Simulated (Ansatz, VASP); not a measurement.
## P: VASP beside Ansatz

One calculation is typed for both programs; each brings its own data sets. How far apart do they land? The cell is taken from a series of runs on this material, whose earlier steps may have relaxed, scaled, displaced or heated it; both programs get it as it stands.

Calculated with Ansatz 0.2.0; plane waves, with VASP 6.6.1 beside it; relaxation of cell and atoms at r2SCAN.

### Step 1. The starting structure

The structure is orthorhombic, space group Cmce (No. 64). Conventional cell: a = 3.299 Å, b = 11.020 Å, c = 4.558 Å, α = 90.00°, β = 90.00°, γ = 90.00°. Nearest to P lie 3 P at 2.21 to 2.25 Å.

### Step 2. Ansatz: relaxation of cell and atoms, r2SCAN

Ansatz runs on its PAW soft_1 files.

The relaxed volume is the usual yardstick between codes: in a stiff, nearly cubic crystal its relative difference is about their pressure difference at one cell divided by the bulk modulus.

Input file input.yaml:

```yaml
crystal:
  lattice:
    - [1.6497051133, -5.5099012383, 0.0]
    - [1.6497051133, 5.5099012383, 0.0]
    - [0.0, 0.0, 4.557931642]
  atoms:
    - { symbol: P, position: [0.904590819, 0.095409181, 0.0884863064] }
    - { symbol: P, position: [0.595409181, 0.404590819, 0.5884863064] }
    - { symbol: P, position: [0.095409181, 0.904590819, 0.9115136936] }
    - { symbol: P, position: [0.404590819, 0.595409181, 0.4115136936] }
kpoints:
  mp_grid: { grid: [12, 12, 8] }
hamiltonian:
  xc: r2scan
  pseudopotentials: { kind: paw, azcp: { folder: soft_1 } }
scf:
  occupations: { method: gaussian, width: 0.01 }
  lower_state_search: "off"
output:
  forces: true
  stress: true
  eigenvalues: true
relax:
  adjacent_minimum: "off"
  f_tol: 0.005
  max_steps: 80
  cell: { stress_tol: 0.05 }
```

Command:

```sh
> ansatz run input.yaml --threads 8 --pin off --max-ram 16384MiB --backend cpu --events-out ev --progress --plain --runs-dir out
```

Numbers of over 12 decimals in the logs are rounded to 6 here.

The log of the run:

```text
Engine: ansatz 0.2.0, aarch64-unknown-linux-gnu
Pseudopotentials: kind: paw
Pseudopotential: P, paw, valence charge 5, recommended cutoff 500 eV (meta_gga), soft_1/P.paw.azcp
Functional definition: r2SCAN
  parameter k0 = 0.174
  parameter k1 = 0.065
  parameter a1 = 4.9479
  exchange = r2scan_x(k0 = k0, k1 = k1, a1 = a1)
  correlation = r2scan_c
Crystal: 4 atoms, lattice volume = 82.861 Å³
Basis set: ecut = 500 eV, 2107 PW (Γ), exchange–correlation on 180×180×144 points (64 copies of the dense FFT grid, shifted against one another)
Bands: 14, of which v1, the nominal top of the filled ones, is band 10 counted from 1 (9 counted from 0)
Symmetry: 8 space group operations
Space group: Cmce (ITA 64), of the structure as read, at distance tolerance 4.4e-5 Å
k-points: 215 of 1152
Non-local potential: P, projectors of the file, l = 0: 2, l = 1: 2, l = 2: 1
PAW form: soft (Blöchl's): semilocal exchange-correlation on the pseudo side does not see the compensation charge
PAW frozen core: P, regenerated for the run's functional (the file was generated under x = pbe(κ = 0.804, μ = 0.219515), c = pbe(β = 0.066725))
PAW one-centre angular grid: P, 302 points (default); XC on 160 Gauss nodes
Initial density: superposition of atomic densities (chi_scale 0.1, normalization cell)
Initial wavefunctions: pseudopotential atomic-orbital guess
Functional: x = r2scan, c = r2scan; τ floored in thin density (d = 2e-4 eV/Å³)
SCF iter   1: F=-3036.635413 eV  HF=-3036.606935 eV  |F-HF|=2.85e-2  |Δ(HF+E_count)|=         —  Δρ=3.86e-2  dr2=7.90e-1  dr2_τ=4.54e-2  ethr=3.10e-3  ⟨swp⟩=7.8  Hψ=24851  notcnv=0
preconditioner: auto → none  [insulator: Δε(μ)=0.273 eV  Ē_g=9.477 eV  σ=0.010 eV  W_gap=1.00  n_scr=12 (ndim 8)  ℏωp=18.2 eV  f_vac=0.000  D(μ)=0.00/eV (n_scr^D=0)  ε∞_Penn≈4.7]
SCF iter   2: F=-3036.661600 eV  HF=-3036.649233 eV  |F-HF|=1.24e-2  |Δ(HF+E_count)|=   4.23e-2  Δρ=1.93e-2  dr2=1.81e-1  dr2_τ=2.84e-3  ethr=3.10e-3  ⟨swp⟩=2.0  Hψ=6450  notcnv=0
SCF iter   3: F=-3036.663125 eV  HF=-3036.669686 eV  |F-HF|=6.56e-3  |Δ(HF+E_count)|=   2.05e-2  Δρ=1.95e-3  dr2=8.52e-3  dr2_τ=9.27e-5  ethr=9.04e-4  ⟨swp⟩=2.9  Hψ=6104  notcnv=0
SCF iter   4: F=-3036.667140 eV  HF=-3036.667710 eV  |F-HF|=5.70e-4  |Δ(HF+E_count)|=   1.98e-3  Δρ=6.31e-4  dr2=8.15e-4  dr2_τ=9.45e-6  ethr=4.26e-5  ⟨swp⟩=3.3  Hψ=7498  notcnv=0  defer=1
SCF iter   5: F=-3036.667531 eV  HF=-3036.667535 eV  |F-HF|=4.72e-6  |Δ(HF+E_count)|=   1.75e-4  Δρ=1.73e-4  dr2=2.44e-5  dr2_τ=2.31e-7  ethr=4.08e-6  ⟨swp⟩=2.1  Hψ=6292  notcnv=0
SCF iter   6: F=-3036.667548 eV  HF=-3036.667548 eV  |F-HF|=2.19e-8  |Δ(HF+E_count)|=   1.23e-5  Δρ=3.05e-5  dr2=7.41e-7  dr2_τ=1.57e-8  ethr=1.22e-7  ⟨swp⟩=2.9  Hψ=6274  notcnv=0
SCF iter   7: F=-3036.667548 eV  HF=-3036.667548 eV  |F-HF|=8.13e-10  |Δ(HF+E_count)|=   2.09e-7  Δρ=3.07e-6  dr2=7.40e-9  dr2_τ=2.58e-10  ethr=5.00e-10  ⟨swp⟩=8.5  Hψ=18844  notcnv=0
SCF 1 converged in 7 iterations: F = -3036.667548 eV  dr2 = 7.40e-9
  greatest PAW one-centre occupation: 0.800 electrons in one spin orbital (limit 2), on the P atom at site 3 (counted from 0), in its partial waves of l = 0
relax step   1: F+E_penalty+E_count = -3036.66754780 eV  Δ(F+E_penalty+E_count) = +0.000e0 eV  max|allowed force component| = 3.183e-3 eV/Å  Δτ_max = 0.0000 Å  P = -0.005 GPa  Ω = 82.861 Å³  (7 SCF iters, dr2 threshold 1.00e-7 eV, accepted)
Initial density: handed on by an earlier stage of this run
Initial wavefunctions: pseudopotential atomic-orbital guess (no wavefunctions were taken with the density)
iter 1 solved again at ethr=1.13e-6 eV; its pass at ethr=3.10e-3 eV (dr2=2.25e-4 eV) is discarded
SCF iter   1: F=-3036.667539 eV  HF=-3036.667539 eV  |F-HF|=6.07e-9  |Δ(HF+E_count)|=         —  Δρ=4.57e-6  dr2=1.82e-8  dr2_τ=3.89e-10  ethr=1.13e-6  ⟨swp⟩=3.5  Hψ=36111  notcnv=0
eigensolver tolerance schedule: the retry pair's looser diagonalisation over-reported the residual by 12403.79 of it (diagonalisation noise at an unbounded share of the residual, at the tolerance the schedule requests for it); recorded, not acted on — ethr = c·dr2/N_el stays at c = 1.0e-1
preconditioner: auto → none  [insulator: Δε(μ)=0.249 eV  Ē_g=9.432 eV  σ=0.010 eV  W_gap=1.00  n_scr=12 (ndim 8)  ℏωp=18.2 eV  f_vac=0.000  D(μ)=0.00/eV (n_scr^D=0)  ε∞_Penn≈4.7]
SCF iter   2: F=-3036.667548 eV  HF=-3036.667548 eV  |F-HF|=3.24e-9  |Δ(HF+E_count)|=   8.98e-6  Δρ=2.04e-6  dr2=6.42e-9  dr2_τ=1.92e-10  ethr=9.08e-11  ⟨swp⟩=4.3  Hψ=8700  notcnv=0
SCF iter   3: F=-3036.667548 eV  HF=-3036.667548 eV  |F-HF|=5.98e-10  |Δ(HF+E_count)|=   1.03e-9  Δρ=1.25e-6  dr2=6.45e-10  dr2_τ=2.98e-11  ethr=3.21e-11  ⟨swp⟩=2.1  Hψ=4444  notcnv=0
SCF iter   4: F=-3036.667548 eV  HF=-3036.667548 eV  |F-HF|=1.17e-10  |Δ(HF+E_count)|=  5.75e-10  Δρ=5.34e-7  dr2=1.24e-10  dr2_τ=2.90e-12  ethr=3.23e-12  ⟨swp⟩=2.8  Hψ=5381  notcnv=0
SCF iter   5: F=-3036.667548 eV  HF=-3036.667548 eV  |F-HF|=1.55e-11  |Δ(HF+E_count)|=  1.47e-10  Δρ=9.68e-8  dr2=1.96e-11  dr2_τ=2.76e-13  ethr=1.00e-12  ⟨swp⟩=6.3  Hψ=14355  notcnv=0
SCF 2 converged in 5 iterations: F = -3036.667548 eV  dr2 = 1.96e-11
  greatest PAW one-centre occupation: 0.800 electrons in one spin orbital (limit 2), on the P atom at site 2 (counted from 0), in its partial waves of l = 0
relax step   2: F+E_penalty+E_count = -3036.66754780 eV  Δ(F+E_penalty+E_count) = -1.767e-9 eV  max|allowed force component| = 3.190e-3 eV/Å  Δτ_max = 0.0000 Å  P = -0.005 GPa  Ω = 82.861 Å³  stress off target by 2.93e-2 GPa  SCF on the basis re-selected at this cell (its energy is not comparable with the rows above)  (5 SCF iters)
basis re-selected at this cell: Δ(F+E_penalty+E_count) = -1.767e-9 eV, ΔP = -0.000 GPa vs the last step (what re-selecting the basis moved, of the pressure what is left beyond the Pulay correction that the steps carried, after the strain that the cell walked since its last selection, with what the two solves' SCF thresholds leave and, on support functions, any second-order correction that the steps lacked; it is no m [...]
SCF converged after 5 iterations
Free energy (F): -3036.667548 eV
Harris-Foulkes:  -3036.667548 eV  (|F-HF|=1.55e-11)
Internal energy: -3036.667548 eV  (E = F + TS)
E sigma→0 (E₀):  -3036.667548 eV
Fermi energy:    6.720048 eV
--- Per-component energies (eV) ---
  E_band       = -10.402425
  E_kinetic    = 273.867331
  E_local      = -333.400831  (includes V_loc(G=0)·N_el)
  E_nonlocal   = 126.523873
  E_hartree    = 101.286979
  E_xc         = -272.050084
  E_vxc        = -261.503226  (∫ρ·V_xc dr)
  E_paw        = -2264.090522  (= ΣΔE_a)
  E_vpaw       = -30.483790  (= ΣTr[D̂ρ^β])
  E_aug_tail   = -0.000001  (compensation charges beyond the density's cutoff)
  E_vtau       = 12.020209  (kinetic-family band-sum trace: ∫τ·v_τ [+ j·A + Jᵃ·Aᵃ] dr)
  E_ewald      = -668.440924
  E_core_change = -0.363369  (= ΣΔE_core)
  E_smearing   = -0.000000  (= −TS)
  E_closure    = -0.000000  (closes the sum)
  Σ components = -3036.667548   (vs F -3036.667548, Δ=0.00e0)
--- Forces (eV/Å), atoms counted from 1 ---
  atom   1  P      0.00000000     0.00318958     0.00227724
  atom   2  P      0.00000000    -0.00318958     0.00227724
  atom   3  P     -0.00000000    -0.00318958    -0.00227724
  atom   4  P     -0.00000000     0.00318958    -0.00227724
  max |Σ_I F_I| component: 4.34e-19 eV/Å
--- Stress (GPa, compression-positive) ---
       -0.015572      -0.000000       0.000000
       -0.000000       0.029271      -0.000000
        0.000000      -0.000000      -0.028122
  P = ⅓ Tr σ = -0.0048 GPa (-0.048 kbar)
--- Band table (eV; the first three rows and the last of 215) ---
  k-point 0: bands = [... 6 lower, 2.3467, 3.7374, 3.9172, 5.3723, 7.2969, 7.8707, 8.7537, 9.5809]
  k-point 1: bands = [... 6 lower, 2.4079, 3.8709, 4.2538, 4.7892, 7.7773, 8.1082, 8.6285, 9.4935]
  k-point 2: bands = [... 6 lower, 2.7145, 3.7260, 3.8140, 5.1275, 8.0889, 8.3032, 9.1396, 9.3633]
  k-point 214: bands = [... 6 lower, 3.6609, 3.6609, 4.5658, 4.5658, 8.2477, 8.2477, 9.4284, 9.4284]
--- Relaxed structure (1 steps of the walk, 1 accepted, 1 SCFs on fresh bases) ---
  F+E_penalty+E_count = -3036.66754780 eV   max|allowed force component| = 3.190e-3 eV/Å   (the final SCF, on the basis selected at the relaxed cell)
  cell:  # Å, volume = 82.8606 Å³
    - [1.6497051133, -5.5099012383, 0.0]
    - [1.6497051133, 5.5099012383, 0.0]
    - [0.0, 0.0, 4.557931642]
  atoms:
    - { symbol: P, position: [0.904591, 0.095409, 0.0884863064] }
    - { symbol: P, position: [0.595409181, 0.404591, 0.5884863064] }
    - { symbol: P, position: [0.095409, 0.904591, 0.911514] }
    - { symbol: P, position: [0.404591, 0.595409181, 0.4115136936] }
```

In the SCF lines HF is the Harris–Foulkes energy and dr2 the Hartree energy of the density residual, in eV; the loop may stop once dr2 is under the threshold and the program's other checks hold. Hψ counts applications of the Hamiltonian.

### Step 3. VASP: relaxation of cell and atoms, r2SCAN

The same cell, functional, mesh and smearing now go to VASP, with its own data sets.

Lines of VASP's logs that name or quote its potential files are left out, and so is its time.

Input file INCAR:

```
SYSTEM = P
PREC = Accurate
ENCUT = 550
EDIFF = 1E-07
NELM = 120
ISMEAR = 0
SIGMA = 0.01
LREAL = .FALSE.
ALGO = Normal
METAGGA = R2SCAN
LASPH = .TRUE.
NBANDS = 16
LORBIT = 11
LWAVE = .FALSE.
LCHARG = .FALSE.
ISIF = 3
IBRION = 2
NSW = 80
EDIFFG = -0.005
GGA_COMPAT = .FALSE.
NELMIN = 4
EFERMI = MIDGAP
LMIXTAU = .TRUE.
KPAR = 2
```

Input file POSCAR:

```
P
1.0
    1.6497050000     -5.5099010000      0.0000000000
    1.6497050000      5.5099010000      0.0000000000
    0.0000000000      0.0000000000      4.5579320000
P
4
Direct
    0.9045908447      0.0954091553      0.0884864013
    0.5954091553      0.4045908447      0.5884861819
    0.0954091553      0.9045908447      0.9115135987
    0.4045908447      0.5954091553      0.4115135987
```

Input file KPOINTS:

```
Automatic mesh
0
Gamma
12 12 8
0 0 0
```

The projector-augmented-wave data sets are P (PBE family, release 64).

Command:

```sh
> mpirun -np 2 vasp_std
```

The log of the run:

```text
[banner, memory and clock lines left out]
running    2 mpi-ranks, on    1 nodes
 distrk:  each k-point on    1 cores,    2 groups
 distr:  one band on    1 cores,    1 groups

 POSCAR found type information on POSCAR P
 POSCAR found :  1 types and       4 ions
|                                                                             |
|               ----> ADVICE to this user running VASP <----                  |
|                                                                             |
|     You enforced a specific xc type in the INCAR file but a different       |
|     [... a line on the potential file left out ...]
|     I HOPE YOU KNOW WHAT YOU ARE DOING!                                     |
|                                                                             |

 LDA part: xc-table for (None), standard interpolation
 POSCAR, INCAR and KPOINTS ok, starting setup
 FFT: planning ... GRIDC
 FFT: planning ... GRID_SOFT
 FFT: planning ... GRID
 WAVECAR not read
 entering main loop
       N       E                     dE             d eps       ncg     rms          rms(c)
DAV:   1     0.477375084696E+02    0.47738E+02   -0.87844E+03  6880   0.113E+03
DAV:   2    -0.358836833156E+02   -0.83621E+02   -0.80554E+02  9176   0.168E+02
DAV:   3    -0.397181286733E+02   -0.38344E+01   -0.38180E+01  9504   0.387E+01
DAV:   4    -0.397587088154E+02   -0.40580E-01   -0.40568E-01  8528   0.471E+00
DAV:   5    -0.397595627963E+02   -0.85398E-03   -0.85393E-03  9560   0.642E-01    0.113E+01
DAV:   6    -0.365331743150E+02    0.32264E+01   -0.29776E-01  7816   0.452E+00    0.749E+00
DAV:   7    -0.348396545705E+02    0.16935E+01   -0.56060E-01  8144   0.541E+00    0.110E+00
DAV:   8    -0.357416920754E+02   -0.90204E+00   -0.27399E-01  7552   0.400E+00    0.297E-01
DAV:   9    -0.359178079646E+02   -0.17612E+00   -0.88485E-02  8016   0.280E+00    0.137E-01
DAV:  10    -0.358718806060E+02    0.45927E-01   -0.32958E-02  7536   0.171E+00    0.150E-01
DAV:  11    -0.359120548300E+02   -0.40174E-01   -0.10420E-02  7208   0.944E-01    0.110E-01
DAV:  12    -0.359214493382E+02   -0.93945E-02   -0.10936E-02  7440   0.987E-01    0.601E-02
DAV:  13    -0.359229634432E+02   -0.15141E-02   -0.68479E-04  8240   0.218E-01    0.413E-02
DAV:  14    -0.359230688731E+02   -0.10543E-03   -0.17345E-05  9512   0.374E-02    0.340E-02
DAV:  15    -0.359231215377E+02   -0.52665E-04   -0.13717E-05  7848   0.369E-02    0.205E-02
DAV:  16    -0.359235739002E+02   -0.45236E-03   -0.33021E-04  7136   0.168E-01    0.451E-03
DAV:  17    -0.359235842764E+02   -0.10376E-04   -0.16537E-05  8656   0.312E-02    0.565E-03
DAV:  18    -0.359235836209E+02    0.65556E-06   -0.10206E-06  8808   0.961E-03    0.379E-03
DAV:  19    -0.359235835332E+02    0.87666E-07   -0.93555E-07  7768   0.791E-03
   1 F= -.35923584E+02 E0= -.35923584E+02  d E =-.359236E+02
[...]
2 F= -.35923947E+02 E0= -.35923947E+02  d E =-.363758E-03
[...]
3 F= -.35925218E+02 E0= -.35925218E+02  d E =-.163440E-02
[...]
4 F= -.35925218E+02 E0= -.35925218E+02  d E =-.163401E-02
[...]
5 F= -.35925234E+02 E0= -.35925234E+02  d E =-.160639E-04
[...]
6 F= -.35925235E+02 E0= -.35925235E+02  d E =-.169870E-04
 curvature:  -0.35 expect dE=-0.291E-05 dE for cont linesearch -0.494E-08
 trial: gam= 0.15302 g(F)=  0.749E-05 g(S)=  0.807E-06 ort = 0.805E-06 (trialstep = 0.869E+00)
 search vector abs. value=  0.962E-05
 bond charge predicted
       N       E                     dE             d eps       ncg     rms          rms(c)
DAV:   1    -0.359252386449E+02   -0.40416E-05   -0.20911E-04  7360   0.763E-02    0.764E-03
DAV:   2    -0.359252399733E+02   -0.13284E-05   -0.11190E-05  9328   0.214E-02    0.268E-03
DAV:   3    -0.359252400899E+02   -0.11658E-06   -0.33193E-07  7832   0.463E-03    0.203E-03
DAV:   4    -0.359252400839E+02    0.59456E-08   -0.11929E-07  5560   0.291E-03
   7 F= -.35925240E+02 E0= -.35925240E+02  d E =-.555614E-05
 trial-energy change:   -0.000006  1 .order   -0.000005   -0.000007   -0.000003
 step:   1.4943(harm=  1.4943)  dis= 0.00045  next Energy=   -35.925241 (dE=-0.629E-05)
 reached required accuracy - stopping structural energy minimisation
```

(Continued in part 2 of 2.)

[Lines on the potential files, build, host, timing and source positions are cut from VASP's logs without a mark.]

[Logs are printed without paths, hosts, clocks, repeated set-up lines and the standing remarks that a program may print on its own settings, such as how far it seeks lower states.]

[Hosts, paths, dates, database ids (printed as entryN), source tags and the programs' standing remarks are cut or masked in the printed files.]
